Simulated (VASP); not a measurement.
Energy against volume of HfN (rock salt). All values below come from LDA (Ceperley-Alder, Perdew-Zunger), VASP's LDA PAW potentials (set 64) (plane waves; VASP). Run with 520 eV cut-off, 14×14×14 Γ-centred mesh, first-order Methfessel-Paxton smearing of 0.10 eV, potentials Hf_pv N.

```csv
V (Å³/atom),E (eV/atom)
10.773,-11.92251
11.107,-11.93287
11.440,-11.92393
11.773,-11.89855
```

**Question.** Fit these four points and predict the energy of the run at 10.440 Å³/atom.

**Answer.** A cubic in V^(−2/3), the third-order Birch-Murnaghan form, passes through the four points with V0 = 11.11 Å³/atom and B0 = 308 GPa, and gives -11.8896 eV/atom there. The run gave -11.8895 eV/atom, +0.1 meV/atom from the fit; all five points give B0 = 308 GPa.

The compound is HfN in the rock salt structure. It was relaxed first.
